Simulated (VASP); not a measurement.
Data:

```yaml
crystal:
  lattice:
    - [2.36171, 0.00000, 0.00000]
    - [0.00000, 2.36171, 0.00000]
    - [0.00000, 0.00000, 2.36171]
  atoms:
    - { symbol: Cu, position: [0.00000, 0.00000, 0.00000] }
```

Level of theory: PBE GGA, VASP's PBE PAW potentials (set 64) (plane waves; VASP 6.6.1). Run with EDIFF = 1E-2, 400 eV cut-off, 14×14×14 Γ-centred mesh, first-order Methfessel-Paxton smearing of 0.10 eV, potentials Cu.

Task: What does the run give for the energy per atom (σ→0), pressure, band gap (on the k-mesh) with the smallest direct gap where there is one?

Result: 
The band gap (on the k-mesh) is none (metal, semimetal or under 0.01 eV) and the energy per atom (σ→0) is -3.253 eV/atom. The pressure is -42.28 GPa.

Total energies compare only between runs with the same potentials, cut-off and functional.

The structure was generated: Cu was put into the simple-cubic type (Pm-3m), which need not be its known phase. The cell was not relaxed at this level. The run is one of a series of settings (EDIFF = 1E-2 against the base run), some of them coarse on purpose.
